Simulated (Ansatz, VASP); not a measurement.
# Cross-check of ZnO (zincite) between VASP and Ansatz

Wanted: the spread between two codes on one cell, functional and k mesh. The cell is taken from a series of runs on this material, whose earlier steps may have relaxed, scaled, displaced or heated it; both programs get it as it stands.

Calculated with Ansatz 0.2.0; plane waves, with VASP 6.6.1 beside it; relaxation of cell and atoms at r2SCAN.

## (1) The starting structure

Symmetry: P6_3mc, No. 186, hexagonal system. Conventional cell: a = 3.235 Å, b = 3.235 Å, c = 5.211 Å, α = 90.00°, β = 90.00°, γ = 120.00°. Nearest to Zn lie 4 O at 1.97 to 1.98 Å. Nearest to O lie 4 Zn at 1.97 to 1.98 Å. Farther neighbours and most contacts between anions are not listed.

Structure file:

```cif
data_structure
_symmetry_space_group_name_H-M 'P 1'
_symmetry_Int_Tables_number 1
_cell_length_a 3.2353
_cell_length_b 3.2353
_cell_length_c 5.2112
_cell_angle_alpha 90.000
_cell_angle_beta 90.000
_cell_angle_gamma 120.000
_cell_volume 47.24
loop_
_atom_site_label
_atom_site_type_symbol
_atom_site_fract_x
_atom_site_fract_y
_atom_site_fract_z
_atom_site_occupancy
Zn1 Zn 0.33333 0.66667 0.49967 1
Zn2 Zn 0.66667 0.33333 0.99967 1
O3 O 0.66667 0.33333 0.37934 1
O4 O 0.33333 0.66667 0.87934 1
```

## (2) VASP: relaxation of cell and atoms, r2SCAN

The relaxed volume is the usual yardstick between codes: in a stiff, nearly cubic crystal its relative difference is about their pressure difference at one cell divided by the bulk modulus.

Lines of VASP's logs that name or quote its potential files are left out, and so is its time.

Input file INCAR:

```
SYSTEM = ZnO
PREC = Accurate
ENCUT = 660
EDIFF = 1E-07
NELM = 120
ISMEAR = 0
SIGMA = 0.01
LREAL = .FALSE.
ALGO = Normal
METAGGA = R2SCAN
LASPH = .TRUE.
NBANDS = 24
LORBIT = 11
LWAVE = .FALSE.
LCHARG = .FALSE.
ISIF = 3
IBRION = 2
NSW = 80
EDIFFG = -0.005
GGA_COMPAT = .FALSE.
NELMIN = 4
EFERMI = MIDGAP
LMIXTAU = .TRUE.
```

Input file POSCAR:

```
ZnO
1.0
    3.2352780000      0.0000000000      0.0000000000
   -1.6176390000      2.8018330000      0.0000000000
    0.0000000000      0.0000000000      5.2112190000
Zn O
2 2
Direct
    0.3333335117      0.6666666667      0.4996715260
    0.6666668451      0.3333333333      0.9996715260
    0.6666668451      0.3333333333      0.3793384523
    0.3333335117      0.6666666667      0.8793384523
```

Input file KPOINTS:

```
Automatic mesh
0
Gamma
9 9 6
0 0 0
```

The projector-augmented-wave data sets are Zn and O (PBE family, release 64).

Command:

```console
$ mpirun -np 1 vasp_std
```

Numbers of over 12 decimals in the logs are rounded to 6 here.

What it wrote:

```text
[banner, memory and clock lines left out]
running    1 mpi-ranks, on    1 nodes
 distrk:  each k-point on    1 cores,    1 groups
 distr:  one band on    1 cores,    1 groups

 POSCAR found type information on POSCAR ZnO
 POSCAR found :  2 types and       4 ions
|                                                                             |
|               ----> ADVICE to this user running VASP <----                  |
|                                                                             |
|     You enforced a specific xc type in the INCAR file but a different       |
|     [... a line on the potential file left out ...]
|     I HOPE YOU KNOW WHAT YOU ARE DOING!                                     |
|                                                                             |

 LDA part: xc-table for (None), standard interpolation
 POSCAR, INCAR and KPOINTS ok, starting setup
 FFT: planning ... GRIDC
 FFT: planning ... GRID_SOFT
 FFT: planning ... GRID
 WAVECAR not read
 entering main loop
       N       E                     dE             d eps       ncg     rms          rms(c)
DAV:   1     0.292729579181E+03    0.29273E+03   -0.22068E+04  2328   0.264E+03
DAV:   2    -0.139235979571E+02   -0.30665E+03   -0.29160E+03  2480   0.480E+02
DAV:   3    -0.460430802273E+02   -0.32119E+02   -0.31844E+02  2664   0.157E+02
DAV:   4    -0.465965053632E+02   -0.55343E+00   -0.55303E+00  2632   0.217E+01
DAV:   5    -0.465995686701E+02   -0.30633E-02   -0.30633E-02  2688   0.154E+00    0.144E+01
DAV:   6    -0.378432751159E+02    0.87563E+01   -0.56468E+00  3336   0.676E+01    0.101E+01
DAV:   7    -0.357598442413E+02    0.20834E+01   -0.34808E+00  2304   0.164E+01    0.517E+00
DAV:   8    -0.391120014020E+02   -0.33522E+01   -0.84592E-01  2776   0.227E+01    0.126E+00
DAV:   9    -0.356841049383E+02    0.34279E+01   -0.82444E-01  2568   0.194E+01    0.119E+00
DAV:  10    -0.362970271248E+02   -0.61292E+00   -0.33389E-01  2312   0.606E+00    0.258E-01
DAV:  11    -0.362982022145E+02   -0.11751E-02   -0.13072E-02  2824   0.113E+00    0.454E-01
DAV:  12    -0.363079499830E+02   -0.97478E-02   -0.67639E-04  2728   0.848E-01    0.300E-01
DAV:  13    -0.363155423483E+02   -0.75924E-02   -0.28996E-03  2608   0.197E+00    0.793E-01
DAV:  14    -0.363435794246E+02   -0.28037E-01   -0.27966E-02  2464   0.487E+00    0.273E+00
[...]
DAV:  23    -0.363291490950E+02   -0.25387E-04   -0.87270E-06  2672   0.673E-02    0.250E-02
DAV:  24    -0.363291638089E+02   -0.14714E-04   -0.57512E-06  2872   0.445E-02    0.101E-02
DAV:  25    -0.363291674860E+02   -0.36770E-05   -0.37809E-06  2320   0.190E-02    0.513E-03
DAV:  26    -0.363291688148E+02   -0.13289E-05   -0.29951E-07  2344   0.634E-03    0.326E-03
DAV:  27    -0.363291705869E+02   -0.17721E-05   -0.37023E-08  1592   0.329E-03    0.379E-03
DAV:  28    -0.363291727674E+02   -0.21805E-05   -0.42965E-07  2360   0.141E-02    0.486E-04
DAV:  29    -0.363291728753E+02   -0.10787E-06   -0.28195E-08  1192   0.169E-03    0.288E-04
DAV:  30    -0.363291728731E+02    0.22374E-08   -0.34235E-09  1200   0.648E-04
   1 F= -.36329173E+02 E0= -.36329173E+02  d E =-.363292E+02
[...]
2 F= -.36329137E+02 E0= -.36329137E+02  d E =0.357671E-04
[...]
3 F= -.36329409E+02 E0= -.36329409E+02  d E =-.235890E-03
 curvature:  -0.22 expect dE=-0.331E-04 dE for cont linesearch -0.331E-04
 ZBRENT: interpolating
 opt :   0.6277  next Energy=   -36.329454 (dE=-0.282E-03)
 bond charge predicted
       N       E                     dE             d eps       ncg     rms          rms(c)
DAV:   1    -0.363302232474E+02   -0.81445E-03   -0.10702E-02  2728   0.201E+00    0.200E-01
DAV:   2    -0.363294476764E+02    0.77557E-03   -0.22167E-03  2832   0.101E+00    0.760E-02
DAV:   3    -0.363293738941E+02    0.73782E-04   -0.41112E-05  2968   0.180E-01    0.427E-02
DAV:   4    -0.363293761924E+02   -0.22983E-05   -0.49427E-05  3040   0.139E-01    0.596E-03
DAV:   5    -0.363293877294E+02   -0.11537E-04   -0.37236E-05  2320   0.749E-02    0.339E-03
DAV:   6    -0.363293902806E+02   -0.25512E-05   -0.60456E-07  2424   0.688E-03    0.225E-03
DAV:   7    -0.363293885072E+02    0.17733E-05   -0.34612E-07  2304   0.459E-03    0.108E-03
DAV:   8    -0.363293911945E+02   -0.26873E-05   -0.13212E-07  1544   0.508E-03    0.625E-04
DAV:   9    -0.363293894658E+02    0.17287E-05   -0.27137E-08  1184   0.265E-03    0.684E-04
DAV:  10    -0.363293900516E+02   -0.58582E-06   -0.11883E-08  1152   0.250E-03    0.313E-04
DAV:  11    -0.363293903576E+02   -0.30600E-06   -0.88542E-09  1152   0.114E-03    0.136E-04
DAV:  12    -0.363293904254E+02   -0.67837E-07   -0.12718E-09  1152   0.759E-04
   4 F= -.36329390E+02 E0= -.36329390E+02  d E =-.217552E-03
 curvature:  -0.31 expect dE=-0.245E-06 dE for cont linesearch -0.938E-07
 trial: gam= 0.00000 g(F)=  0.265E-06 g(S)=  0.538E-06 ort =-0.198E-04 (trialstep = 0.926E+00)
 search vector abs. value=  0.803E-06
 reached required accuracy - stopping structural energy minimisation
```

OUTCAR, selected parts (step 2):

```text
ion  position               nearest neighbor table
   1  0.333  0.667  0.500-   3 1.97   3 1.97   3 1.97   4 1.98
   2  0.667  0.333  1.000-   4 1.97   4 1.97   4 1.97   3 1.98
   3  0.667  0.333  0.379-   1 1.97   1 1.97   1 1.97   2 1.98
   4  0.333  0.667  0.879-   2 1.97   2 1.97   2 1.97   1 1.98

  LATTYP: Found a hexagonal cell.
 ALAT       =     3.2352780000
 C/A-ratio  =     1.6107484426

 Subroutine GETGRP returns: Found 12 space group operations
 (whereof  6 operations were pure point group operations)

The static configuration has the point symmetry C_3v.
 The point group associated with its full space group is C_6v.

 Found     48 irreducible k-points:

   k-points           NKPTS =     48   k-points in BZ     NKDIM =     48   number of bands    NBANDS=     24

   dimension x,y,z NGX =    28 NGY =   28 NGZ =   48
   dimension x,y,z NGXF=    56 NGYF=   56 NGZF=   96

   ENCUT  =  660.0 eV  48.51 Ry    6.96 a.u.   6.78  6.78 10.92*2*pi/ulx,y,z

   NELECT =      36.0000    total number of electrons

 k-points in reciprocal lattice and weights: Automatic mesh
   0.00000000  0.00000000  0.00000000       0.002
   0.11111111  0.00000000  0.00000000       0.012
   0.22222222  0.00000000  0.00000000       0.012
   0.33333333  0.00000000  0.00000000       0.012
   0.44444444  0.00000000  0.00000000       0.012
   0.11111111  0.11111111  0.00000000       0.012
   0.22222222  0.11111111  0.00000000       0.025
   0.33333333  0.11111111  0.00000000       0.025
   0.44444444  0.11111111  0.00000000       0.012
[...]
0.33333333  0.22222222  0.50000000       0.025
   0.33333333  0.33333333  0.50000000       0.004

 average (electrostatic) potential at core
       1 -41.3077       2 -41.3076       3 -76.8650       4 -76.8650

 E-fermi :   1.4911

 k-point     1 :       0.0000    0.0000    0.0000
  band No.  band energies     occupation
    ...
     14       0.0641      2.00000
     15       0.0641      2.00000
     16       0.7828      2.00000
     17       0.8759      2.00000
     18       0.8759      2.00000
     19       2.1063      0.00000
     20       6.7354      0.00000
     21       9.6945      0.00000
     22      14.5855      0.00000
     23      14.5855      0.00000
    ...

 k-point     2 :       0.1111    0.0000    0.0000
  band No.  band energies     occupation
    ...
     14      -0.3738      2.00000
     15      -0.1034      2.00000
     16       0.2355      2.00000
     17       0.6992      2.00000
     18       0.7853      2.00000
     19       2.9146      0.00000
     20       7.2491      0.00000
     21       9.6768      0.00000
     22      13.3179      0.00000
     23      14.7225      0.00000
    ...

 k-point     3 :       0.2222    0.0000    0.0000
  band No.  band energies     occupation
    ...
     14      -1.3704      2.00000
     15      -0.6157      2.00000
     16      -0.5277      2.00000
     17       0.4440      2.00000
     18       0.5438      2.00000
     19       4.2403      0.00000
     20       8.3429      0.00000
     21       9.6099      0.00000
     22      11.5545      0.00000
     23      13.5939      0.00000
    ...

  Total       -0.0012422     -0.0012422     -0.0064429      0.0000000      0.0000000      0.0000000
  in kB       -0.0419541     -0.0419541     -0.2175951      0.0000000      0.0000000      0.0000000
  external PRESSURE =      -0.1005011 kB  Pullay stress =       0.0000000 kB

  energy-cutoff  :      660.00
  volume of cell :       47.44
      direct lattice vectors                 reciprocal lattice vectors
     3.240008039  0.000000000  0.000000000     0.308641210  0.178194081 -0.000000000
    -1.620004019  2.805929334 -0.000000000     0.000000000  0.356388163 -0.000000000
     0.000000000  0.000000000  5.218189123     0.000000000  0.000000000  0.191637362

 POSITION                                       TOTAL-FORCE (eV/Angst)
 -----------------------------------------------------------------------------------
      0.00000      1.87062      2.60742         0.000000     -0.000000     -0.001172
      1.62000      0.93531      5.21651        -0.000000      0.000000     -0.001172
      1.62000      0.93531      1.97942        -0.000000     -0.000000      0.001172
      0.00000      1.87062      4.58852         0.000000     -0.000000      0.001172
 -----------------------------------------------------------------------------------
    total drift:                               -0.000780     -0.000041      0.008456

  FREE ENERGIE OF THE ION-ELECTRON SYSTEM (eV)
  ---------------------------------------------------
  free  energy   TOTEN  =       -36.3293904254 eV

  energy  without entropy=      -36.3293904254  energy(sigma->0) =      -36.32939043

 reached required accuracy - stopping structural energy minimisation

 total charge
# of ion       s       p       d       tot
------------------------------------------
    1        0.437   0.483   9.923  10.843
    2        0.437   0.483   9.923  10.843
    3        1.549   3.490   0.000   5.039
    4        1.549   3.490   0.000   5.039
--------------------------------------------------
tot          3.971   7.946  19.846  31.763

[... 3 further parts left out ...]
```

CONTCAR:

```
ZnO
   1.00000000000000
     3.2400080385063132    0.0000000000000000    0.0000000000000000
    -1.6200040192531566    2.8059293337867159   -0.0000000000000000
     0.0000000000000000    0.0000000000000000    5.2181891234828717
  Zn              O
     2     2
Direct
     0.3333335116999976    0.6666666667000030    0.4996786276291757
     0.6666668450999964    0.3333333332999970    0.9996786276291757
     0.6666668450999964    0.3333333332999970    0.3793313506708217
     0.3333335116999976    0.6666666667000030    0.8793313506708217
```

The run keeps the 12 symmetry operations of its start, so it cannot find a distortion of lower symmetry.

(Part 1 of 2 ends here.)

[Lines on the potential files, build, host, timing and source positions are cut from VASP's logs without a mark.]

[Logs are printed without paths, hosts, clocks, repeated set-up lines and the standing remarks that a program may print on its own settings, such as how far it seeks lower states.]

[Hosts, paths, dates, database ids (printed as entryN), source tags and the programs' standing remarks are cut or masked in the printed files.]
